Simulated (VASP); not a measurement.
Consider the following.

```xyz
2
Lattice="0.0000 3.2667 3.2667 3.2667 0.0000 3.2667 3.2667 3.2667 0.0000" Properties=species:S:1:pos:R:3 pbc="T T T"
Cd     0.0000     0.0000     0.0000
Te     1.6333     1.6333     1.6333
```

These are PBE GGA with D3 dispersion (zero damping), VASP's PBE PAW potentials (set 64) (plane waves; VASP) values and carry that method's errors. Numerical set-up: 520 eV cut-off, Gaussian smearing of 0.050 eV, potentials Cd Te.

Unless said otherwise, spin-orbit coupling is left out, though it shifts the bands of the heavy elements here.

Problem. What does the run give for the band gap (along the path) with the smallest direct gap where there is one?

Solution. 
```yaml
band gap (along the path): 0.70 eV
smallest direct gap (along the path): 0.70 eV
```

The absolute energy has meaning only against runs of the same code, potentials and settings.

The compound is CdTe in the zinc blende structure. It was relaxed first.
